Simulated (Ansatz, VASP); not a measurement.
This is a calculation of AlIn for VASP 6.6.1.

The input INCAR:

```
ALGO = Fast
EDIFF = 1E-6
ENCUT = 520
GGA = PE
ISIF = 2
ISMEAR = -1
LASPH = True
LCHARG = True
LELF = True
LREAL = False
LVHAR = True
LWAVE = False
NBANDS = 15
NELM = 60
PREC = Accurate
SIGMA = 0.05
```

Contents of KPOINTS:

```
k-points
0
Gamma
  10 10 5
```

POSCAR

```
AlIn
1.0
    3.0541300000      0.0000000000      0.0000000000
   -1.5270700000      2.6449600000      0.0000000000
    0.0000000000      0.0000000000      5.8280200000
Al In
1 1
Direct
    0.0000000000      0.0000000000      0.0000000000
    0.0000000000      0.0000000000      0.5000000000
```

Potentials or basis: VASP PAW PBE potentials, release 64 (Al, In_d).

Launch:

```bash
$ cat potpaw_PBE.64/Al/POTCAR potpaw_PBE.64/In_d/POTCAR > POTCAR
$ mpirun -np 1 vasp_std > vasp.out
```

Q: Set up the same calculation for Ansatz 0.2.0. Potentials there: Ansatz PAW.

A: As run (the cutoff follows the program's own potentials):

input.yaml

```yaml
crystal:
  lattice:
    - [3.05413, 0.0, 0.0]
    - [-1.52707, 2.64496, 0.0]
    - [0.0, 0.0, 5.82802]
  atoms:
    - { symbol: Al, position: [0.0, 0.0, 0.0] }
    - { symbol: In, position: [0.0, 0.0, 0.5] }
hamiltonian:
  xc: pbe
  pseudopotentials: { kind: paw }
kpoints:
  mp_grid: { grid: [10, 10, 5] }
scf:
  occupations: { method: fermi_dirac, width: 0.05 }
output:
  forces: true
  stress: true
  eigenvalues: true
```

Potentials or basis: Ansatz PAW.

Launch:

```bash
$ ansatz run input.yaml --threads 1 --pin off --max-ram 3584MiB --backend cpu --events-out ev --progress --plain --runs-dir out
```

Both were run:

|  | VASP | Ansatz | Ansatz less VASP |
| --- | --- | --- | --- |
| gap on the k mesh at the Fermi level (eV) | none | none | - |
| pressure (GPa) | -0.1 | -0.1 | -0.03 |
| largest component of the traceless stress (GPa) | 0.73 | 0.72 | -0.009 |

A gap of «none» marks a metal or a gap that the smearing closes.
